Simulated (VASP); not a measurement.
Set up this calculation in VASP 6.6.1, as the native input.

* Task: relaxation of cell and atoms
* Functional: PBEsol
* Potentials or basis: VASP PAW PBE potentials, release 64 (Sr_sv, B, Pt)
* Cutoff: 600 eV
* k mesh: 5 × 5 × 5
* Occupations: fermi-dirac, width 0.05 eV
* Spin: no spin polarisation
* Target pressure: 20 GPa
* Further INCAR settings: ALGO = Fast; EDIFF = 1e-07; IBRION = 2; EDIFFG = -0.02; NSW = 60; ISIF = 3
* Target pressure: 20 GPa

The structure of SrB3Pt lies in POSCAR:

```
SrB3Pt
1.0
    4.5405600000      0.0000000000      0.0000000000
    0.0000000000      4.5405600000      0.0000000000
    0.0000000000      0.0000000000      4.5405600000
Sr B Pt
1 3 1
Direct
    0.0000000000      0.0000000000      0.0000000000
    0.5000000000      0.0000000000      0.0000000000
    0.0000000000      0.5000000000      0.0000000000
    0.0000000000      0.0000000000      0.5000000000
    0.5000000000      0.5000000000      0.5000000000
```

The cell was built by a generator and needn't be a form met in nature.

One way to write it, as run:

INCAR

```
PREC = Accurate ; ENCUT = 600
EDIFF = 1E-7 ; ISMEAR = -1
SIGMA = 0.05 ; LREAL = F
LASPH = T ; NELM = 100
ALGO = Fast ; ISIF = 3
LWAVE = F ; LCHARG = F
GGA = PS ; IBRION = 2
NSW = 60 ; EDIFFG = -0.02
PSTRESS = 200
```

KPOINTS

```
regular mesh
0
Gamma
  5 5 5
```

Potentials or basis: VASP PAW PBE potentials, release 64 (Sr_sv, B, Pt).

Launch:

```bash
$ cat potpaw_PBE.64/Sr_sv/POTCAR potpaw_PBE.64/B/POTCAR potpaw_PBE.64/Pt/POTCAR > POTCAR
$ mpirun -np 1 vasp_std > vasp.out
```

It gave:

- Relaxed volume: 11.88 Å³/atom
- Relaxed cell: a = 3.902 Å, b = 3.902 Å, c = 3.902 Å, α = 90.00°, β = 90.00°, γ = 90.00°
- Space group after relaxing (to 0.05 Å): Pm-3m (No. 221)
- Energy change on relaxing (the enthalpy is what falls): +85.2 meV/atom
- Ionic steps: 8
- Pressure after relaxing: 20.0 GPa
- Band gap on the k mesh: none (metal or under the smearing width)

Caveat: the cell is relaxed towards a set pressure, so the enthalpy falls and the energy may rise; the volume moved by over 15 % at a fixed basis, so the end points are rough; the PAW data sets were made with another functional, which shifts forces and pressure a little.

It took 3.9 min on 1 thread of AMD EPYC 9R45 96-Core Processor (Zen 5), with other jobs on the host, peak memory 0.2 GiB.
